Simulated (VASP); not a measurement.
These are LDA (Ceperley-Alder, Perdew-Zunger), VASP's LDA PAW potentials (set 64) (plane waves; VASP) values and carry that method's errors.

The input files of a VASP run:

**INCAR**
```
! general
SYSTEM  = AlRu
PREC    = Accurate
ENCUT   = 400
LREAL   = .FALSE.
LASPH   = .TRUE.

! electronic loop
EDIFF   = 1E-8
NELM    = 100
ALGO    = Normal
LMAXMIX = 4

! smearing
ISMEAR  = 1
SIGMA   = 0.1

! ions
IBRION  = 1
NSW     = 30
ISIF    = 2
EDIFFG  = -0.001

! output
LWAVE   = .FALSE.
LCHARG  = .FALSE.
```

POSCAR:
```
AlRu
1.0
  2.9544323955   0.0000000000   0.0000000000
  0.0000000000   2.9544323955   0.0000000000
  0.0000000000   0.0000000000   2.9544323955
Al Ru
1 1
Cartesian
  0.0000000000   0.0000000000   0.0000000000
  1.4772161978   1.4772161978   1.4772161978
```

**KPOINTS**
```
Automatic mesh
0
Gamma
11 11 11
0 0 0
```

POTCAR, in this order: Al Ru_pv (LDA.64 set). Program: vasp_std.

Output

**OUTCAR**
```
 ion  position               nearest neighbor table
   1  0.000  0.000  0.000-   2 2.56   2 2.56   2 2.56   2 2.56   2 2.56   2 2.56   2 2.56   2 2.56
  LATTYP: Found a simple cubic cell.
 ALAT       =     2.9544323955
 Subroutine PRICEL returns:
 Original cell was already a primitive cell.
 Subroutine GETGRP returns: Found 48 space group operations
The static configuration has the point symmetry O_h .
The dynamic configuration has the point symmetry O_h .
 Subroutine INISYM returns: Found 48 space group operations
 Subroutine IBZKPT returns following result:
 Found     56 irreducible k-points:

 Following reciprocal coordinates:
            Coordinates               Weight
  0.000000  0.000000  0.000000      1.000000
  0.090909  0.000000  0.000000      6.000000
  0.181818  0.000000  0.000000      6.000000
  0.272727  0.000000  0.000000      6.000000
  0.363636  0.000000  0.000000      6.000000
  0.454545  0.000000  0.000000      6.000000
  0.090909  0.090909  0.000000     12.000000
  0.181818  0.090909  0.000000     24.000000
  0.272727  0.090909  0.000000     24.000000
  0.363636  0.090909  0.000000     24.000000
  0.454545  0.090909  0.000000     24.000000
  0.181818  0.181818  0.000000     12.000000
  0.272727  0.181818  0.000000     24.000000
  0.363636  0.181818  0.000000     24.000000
  0.454545  0.181818  0.000000     24.000000
  0.272727  0.272727  0.000000     12.000000
  0.363636  0.272727  0.000000     24.000000
  0.454545  0.272727  0.000000     24.000000
  0.363636  0.363636  0.000000     12.000000
  0.454545  0.363636  0.000000     24.000000
  0.454545  0.454545  0.000000     12.000000
  0.090909  0.090909  0.090909      8.000000
  0.181818  0.090909  0.090909     24.000000
  0.272727  0.090909  0.090909     24.000000
  0.363636  0.090909  0.090909     24.000000
...
```

File OSZICAR:
```
       N       E                     dE             d eps       ncg     rms          rms(c)
DAV:   1     0.896036886687E+02    0.89604E+02   -0.84787E+03  1400   0.107E+03
DAV:   2    -0.151208327206E+02   -0.10472E+03   -0.10050E+03  1476   0.312E+02
DAV:   3    -0.168569333626E+02   -0.17361E+01   -0.16773E+01  1560   0.418E+01
DAV:   4    -0.168706974366E+02   -0.13764E-01   -0.13720E-01  1604   0.376E+00
DAV:   5    -0.168709492836E+02   -0.25185E-03   -0.25183E-03  1592   0.435E-01    0.134E+01
DAV:   6    -0.162644832579E+02    0.60647E+00   -0.35018E+00  1408   0.215E+01    0.248E+00
DAV:   7    -0.161927148701E+02    0.71768E-01   -0.25311E-01  1404   0.605E+00    0.228E+00
DAV:   8    -0.161723129863E+02    0.20402E-01   -0.20654E-02  1480   0.120E+00    0.220E-01
DAV:   9    -0.161721885311E+02    0.12446E-03   -0.25093E-04  1728   0.136E-01    0.134E-01
DAV:  10    -0.161721713486E+02    0.17183E-04   -0.33790E-05  1596   0.790E-02    0.948E-03
DAV:  11    -0.161721709127E+02    0.43585E-06   -0.18050E-06  1624   0.180E-02    0.508E-03
DAV:  12    -0.161721708541E+02    0.58685E-07   -0.92971E-08  1612   0.328E-03    0.307E-04
DAV:  13    -0.161721708542E+02   -0.11232E-09   -0.28095E-09   812   0.502E-04
   1 F= -.16172171E+02 E0= -.16171783E+02  d E =-.161722E+02
```

### OUTCAR
```
------------------------ aborting loop because EDIFF is reached ----------------------------------------
  FORCE on cell =-STRESS in cart. coord.  units (eV):
  Direction    XX          YY          ZZ          XY          YZ          ZX
  --------------------------------------------------------------------------------------
  Total       -0.0014772     -0.0014772     -0.0014772      0.0000000     -0.0000000      0.0000000
  in kB       -0.0917784     -0.0917784     -0.0917784      0.0000000     -0.0000000      0.0000000
  external PRESSURE =      -0.0917784 kB  Pullay stress =       0.0000000 kB
  volume of cell :       25.79
      direct lattice vectors                 reciprocal lattice vectors
     2.954432396  0.000000000  0.000000000     0.338474491  0.000000000  0.000000000
     0.000000000  2.954432396  0.000000000     0.000000000  0.338474491  0.000000000
     0.000000000  0.000000000  2.954432396     0.000000000  0.000000000  0.338474491
 POSITION                                       TOTAL-FORCE (eV/Angst)
 -----------------------------------------------------------------------------------
      0.00000      0.00000      0.00000         0.000000      0.000000      0.000000
      1.47722      1.47722      1.47722         0.000000      0.000000      0.000000
 -----------------------------------------------------------------------------------
    total drift:                               -0.000000      0.000000     -0.000000
  FREE ENERGIE OF THE ION-ELECTRON SYSTEM (eV)
  ---------------------------------------------------
  free  energy   TOTEN  =       -16.1721708542 eV

  energy  without entropy=      -16.1710060136  energy(sigma->0) =      -16.17178257

 reached required accuracy - stopping structural energy minimisation
```
(Selected blocks of OUTCAR.)

The structure comes from a computed database's AlRu entry (Pm-3m); how it stands against other phases isn't given here. It was relaxed first. The start is the result of an earlier pass. The electron count is odd and the run is not spin-polarised, which forces a metal.
